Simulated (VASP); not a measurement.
The system is GaAs.

```
CELL_PARAMETERS angstrom
0.00000 2.89097 2.89097
2.89097 0.00000 2.89097
2.89097 2.89097 0.00000
ATOMIC_POSITIONS crystal
Ga 0.00000 0.00000 0.00000
As 0.25000 0.25000 0.25000
```

The cell was built by a generator and isn't the measured one.

Base run:

```yaml
Program: VASP 6.6.1
Functional: PBE
Potentials_or_basis: VASP PAW PBE potentials, release 64 (Ga_d, As)
Cutoff: 520 eV
k_mesh: 8 × 8 × 8
Occupations: gaussian, width 0.02 eV
Spin: non-collinear spin, zero start, spin-orbit coupling
Starting_moments: "[[0.0, 0.0, 0.0], [0.0, 0.0, 0.0]] μB"
```

Its results: pressure -0.9 GPa; net moment 0.00 μB per cell.

Problem. The run is repeated on the same cell with these changes: functional from PBE to LDA; potentials or basis from VASP PAW PBE potentials, release 64 (Ga_d, As) to VASP PAW LDA potentials, release 64 (Ga_d, As). What comes out?

Solution. Pressure -5.3 GPa; net moment 0.00 μB per cell.
